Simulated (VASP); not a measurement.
Method: LDA (Ceperley-Alder, Perdew-Zunger), VASP's LDA PAW potentials (set 64) (plane waves; VASP 6.6.1).

The input files of a VASP run:

### INCAR
```
SYSTEM  =  Mo2N
PREC  =  Accurate; ENCUT  =  400; LREAL  =  F
LASPH  =  T
EDIFF  =  1E-6; NELM  =  100; ALGO  =  Normal
LMAXMIX  =  4
ISMEAR  =  -1; SIGMA  =  0.1
ISIF  =  2
LWAVE  =  F; LCHARG  =  F
```

**KPOINTS**
```
Automatic mesh
0
G
 7 7 7
0 0 0
```

**POSCAR**
```
Mo2N
1
   -2.1486370000     2.1486370000     4.0140460000
    2.1486370000    -2.1486370000     4.0140460000
    2.1486370000     2.1486370000    -4.0140460000
Mo N
4 2
Direct
  0.9869600000   0.4869600000   0.5000000000
  0.2369600000   0.2369600000   0.0000000000
  0.7630400000   0.7630400000   0.0000000000
  0.5130400000   0.0130400000   0.5000000000
  0.2500000000   0.7500000000   0.5000000000
  0.5000000000   0.5000000000   0.0000000000
```

POTCAR, in this order: Mo_sv N (LDA.64 set). Program: vasp_std.

The resulting files:

**OSZICAR**
```
       N       E                     dE             d eps       ncg     rms          rms(c)
DAV:   1     0.710108146121E+03    0.71011E+03   -0.35470E+04  3168   0.147E+03
DAV:   2    -0.345200320955E+02   -0.74463E+03   -0.72635E+03  3345   0.510E+02
DAV:   3    -0.758991150228E+02   -0.41379E+02   -0.40229E+02  4187   0.107E+02
DAV:   4    -0.768151773564E+02   -0.91606E+00   -0.89759E+00  3728   0.130E+01
DAV:   5    -0.768337001434E+02   -0.18523E-01   -0.18490E-01  3847   0.167E+00    0.460E+01
DAV:   6    -0.700179383030E+02    0.68158E+01   -0.54366E+01  3907   0.350E+01    0.121E+01
DAV:   7    -0.693251228194E+02    0.69282E+00   -0.41046E+00  3782   0.962E+00    0.802E+00
DAV:   8    -0.692532360576E+02    0.71887E-01   -0.49917E-01  3623   0.379E+00    0.939E-01
DAV:   9    -0.692448284177E+02    0.84076E-02   -0.13842E-01  3905   0.169E+00    0.605E-01
DAV:  10    -0.692407550439E+02    0.40734E-02   -0.33068E-02  3885   0.789E-01    0.101E-01
DAV:  11    -0.692406788338E+02    0.76210E-04   -0.15041E-03  3822   0.186E-01    0.369E-02
DAV:  12    -0.692406850997E+02   -0.62658E-05   -0.73419E-05  3662   0.512E-02    0.182E-02
DAV:  13    -0.692406828551E+02    0.22446E-05   -0.29263E-05  3318   0.255E-02    0.714E-03
DAV:  14    -0.692406824190E+02    0.43603E-06   -0.17578E-06  2567   0.746E-03
   1 F= -.69240682E+02 E0= -.69169742E+02  d E =-.141881E+00
```

**OUTCAR**
```
------------------------ aborting loop because EDIFF is reached ----------------------------------------
  FORCE on cell =-STRESS in cart. coord.  units (eV):
  Direction    XX          YY          ZZ          XY          YZ          ZX
  --------------------------------------------------------------------------------------
  Total      -10.1309990    -10.1309990     -9.9897273      0.0000000      0.0000000      0.0000000
  in kB     -218.9749419   -218.9749419   -215.9214443      0.0000000      0.0000000      0.0000000
  external PRESSURE =    -217.9571094 kB  Pullay stress =       0.0000000 kB
  volume of cell :       74.13
      direct lattice vectors                 reciprocal lattice vectors
    -2.148637000  2.148637000  4.014046000     0.000000000  0.232705664  0.124562598
     2.148637000 -2.148637000  4.014046000     0.232705664  0.000000000  0.124562598
     2.148637000  2.148637000 -4.014046000     0.232705664  0.232705664  0.000000000
 POSITION                                       TOTAL-FORCE (eV/Angst)
 -----------------------------------------------------------------------------------
      0.00000      2.14864      3.90936         0.000000     -0.000000      0.394977
      0.00000      0.00000      1.90234        -0.000000      0.000000      0.394977
      0.00000      0.00000      6.12576        -0.000000      0.000000     -0.394977
      0.00000      2.14864      0.10469         0.000000     -0.000000     -0.394977
      2.14864      0.00000      2.00702        -0.000000     -0.000000     -0.000000
      0.00000      0.00000      4.01405        -0.000000     -0.000000     -0.000000
 -----------------------------------------------------------------------------------
    total drift:                               -0.000000     -0.000000      0.000000
  FREE ENERGIE OF THE ION-ELECTRON SYSTEM (eV)
  ---------------------------------------------------
  free  energy   TOTEN  =       -69.2406824190 eV

  energy  without entropy=      -69.0988018489  energy(sigma->0) =      -69.16974213
```
(Selected blocks of OUTCAR.)

At this cut-off the stress carries a Pulay error, which pulls relaxed volumes low.

The structure comes from a computed database's Mo2N entry (I4_1/amd); how it stands against other phases isn't given here. The cell was not relaxed at this level.
